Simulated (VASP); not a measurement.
Output of a VASP run:

File OSZICAR:
```
       N       E                     dE             d eps       ncg     rms          rms(c)
DAV:   1     0.407448661496E+03    0.40745E+03   -0.27479E+04  1144   0.151E+03
DAV:   2    -0.128536618505E+02   -0.42030E+03   -0.41296E+03  1231   0.348E+02
DAV:   3    -0.365525930410E+02   -0.23699E+02   -0.23419E+02  1238   0.689E+01
DAV:   4    -0.372600417539E+02   -0.70745E+00   -0.70411E+00  1237   0.114E+01
DAV:   5    -0.372787086177E+02   -0.18667E-01   -0.18661E-01  1276   0.198E+00    0.215E+01
DAV:   6    -0.365144996491E+02    0.76421E+00   -0.93250E+00  1155   0.150E+01    0.902E+00
DAV:   7    -0.364336739944E+02    0.80826E-01   -0.89945E+00  1092   0.121E+01    0.650E+00
DAV:   8    -0.360092195186E+02    0.42445E+00   -0.17718E+00  1207   0.610E+00    0.319E+00
DAV:   9    -0.360073978234E+02    0.18217E-02   -0.28559E-01  1297   0.240E+00    0.124E+00
DAV:  10    -0.360014519708E+02    0.59459E-02   -0.48562E-02  1221   0.110E+00    0.349E-01
DAV:  11    -0.360017796743E+02   -0.32770E-03   -0.24496E-03  1205   0.264E-01    0.230E-01
DAV:  12    -0.360016970889E+02    0.82585E-04   -0.24464E-04  1171   0.803E-02    0.152E-01
DAV:  13    -0.360016660575E+02    0.31031E-04   -0.13842E-04  1240   0.617E-02    0.666E-02
DAV:  14    -0.360016674205E+02   -0.13629E-05   -0.70078E-06  1094   0.114E-02    0.514E-02
DAV:  15    -0.360016663352E+02    0.10853E-05   -0.16454E-06   812   0.688E-03    0.255E-02
DAV:  16    -0.360016650946E+02    0.12406E-05   -0.32144E-06   878   0.768E-03    0.883E-03
DAV:  17    -0.360016649925E+02    0.10218E-06   -0.23632E-07   657   0.252E-03
   1 F= -.37982649E+02 E0= -.37982649E+02  d E =-.379826E+02
       N       E                     dE             d eps       ncg     rms          rms(c)
DAV:   1    -0.360020331364E+02   -0.36804E-03   -0.13954E-01  1006   0.261E+00    0.499E-01
DAV:   2    -0.359989671559E+02    0.30660E-02   -0.11604E-02  1084   0.663E-01    0.161E-01
DAV:   3    -0.359983713202E+02    0.59584E-03   -0.33275E-03  1244   0.232E-01    0.167E-01
DAV:   4    -0.359982396498E+02    0.13167E-03   -0.70243E-04  1180   0.129E-01    0.568E-02
DAV:   5    -0.359981924417E+02    0.47208E-04   -0.21081E-04  1139   0.814E-02    0.492E-02
DAV:   6    -0.359981922726E+02    0.16911E-06   -0.79156E-05  1273   0.410E-02    0.193E-02
DAV:   7    -0.359981911289E+02    0.11437E-05   -0.51495E-06   964   0.134E-02    0.153E-02
DAV:   8    -0.359981910455E+02    0.83308E-07   -0.26472E-07   601   0.324E-03
   2 F= -.37983233E+02 E0= -.37983233E+02  d E =-.584120E-03
```

**OUTCAR**
```
------------------------ aborting loop because EDIFF is reached ----------------------------------------
 Edisp (eV)   -1.98504
  FORCE on cell =-STRESS in cart. coord.  units (eV):
  Direction    XX          YY          ZZ          XY          YZ          ZX
  --------------------------------------------------------------------------------------
  Total      -0.02612    -0.02612     0.05958     0.00000     0.00000     0.00000
  in kB      -0.27834    -0.27834     0.63478     0.00000     0.00000     0.00000
  external pressure =        0.03 kB  Pullay stress =        0.00 kB
  volume of cell :      150.37
      direct lattice vectors                 reciprocal lattice vectors
     1.759294543 -3.047187113 -0.000000000     0.284204826 -0.164085756  0.000000000
     1.759294543  3.047187113  0.000000000     0.284204826  0.164085756  0.000000000
    -0.000000000  0.000000000 14.024594216     0.000000000 -0.000000000  0.071303311
 POSITION                                       TOTAL-FORCE (eV/Angst)
 -----------------------------------------------------------------------------------
      1.75929      1.01573     12.33127         0.000000      0.000000      0.003445
      1.75929     -1.01573      5.31897         0.000000      0.000000      0.003445
      1.75929     -1.01573      1.69332         0.000000      0.000000     -0.003445
      1.75929      1.01573      8.70562         0.000000     -0.000000     -0.003445
      1.75929      1.01573      3.50615        -0.000000      0.000000     -0.000000
      1.75929     -1.01573     10.51845        -0.000000     -0.000000     -0.000000
 -----------------------------------------------------------------------------------
    total drift:                               -0.000000      0.001624     -0.000023
  FREE ENERGIE OF THE ION-ELECTRON SYSTEM (eV)
  ---------------------------------------------------
  free  energy   TOTEN  =       -37.9832327819 eV

  energy  without entropy=      -37.9832327819  energy(sigma->0) =      -37.98323278

 reached required accuracy - stopping structural energy minimisation
```
(Selected blocks of OUTCAR.)

**POSCAR**
```
MoTe2
1
    1.7622490156    -3.0523044077    -0.0000000000
    1.7622490156     3.0523044077     0.0000000000
    0.0000000000     0.0000000000    14.0050646131
Te Mo
4 2
Direct
  0.3333330000   0.6666670000   0.8791988986
  0.6666670000   0.3333330000   0.3791988986
  0.6666670000   0.3333330000   0.1208011014
  0.3333330000   0.6666670000   0.6208011014
  0.3333330000   0.6666670000   0.2500000000
  0.6666670000   0.3333330000   0.7500000000
```

**Question.** Reconstruct the remaining input files.

**Answer.** One answer among several that fit: the input of the run itself, PBE GGA with D3 dispersion (zero damping), plane waves, VASP's PBE PAW potentials (set 64).

### KPOINTS
```
Automatic mesh
0
Gamma
7 7 2
0 0 0
```

INCAR:
```
GGA = PE   ! PBE
NSW = 60   ! most ionic steps
ALGO = Normal   ! blocked Davidson
EDIFFG = -0.02
LCHARG = F
ISMEAR = 0   ! Gaussian
LREAL = F
SYSTEM = MoTe2
SIGMA = 0.05   ! width (eV)
PREC = Accurate
ISIF = 3   ! ions, shape and volume
IVDW = 11   ! D3, zero damping
LASPH = T   ! aspherical one-centre terms
ENCUT = 520   ! plane-wave cut-off (eV)
EDIFF = 1E-6
LWAVE = F
IBRION = 2
LMAXMIX = 4
NELM = 100   ! most electronic steps
```

POTCAR, in this order: Te Mo_sv (PBE.64 set). Program: vasp_std.

The compound is MoTe2 in the 2H layered structure. This run relaxes it. Symmetry was kept, so distortions that lower it aren't found. The start is the result of an earlier pass.
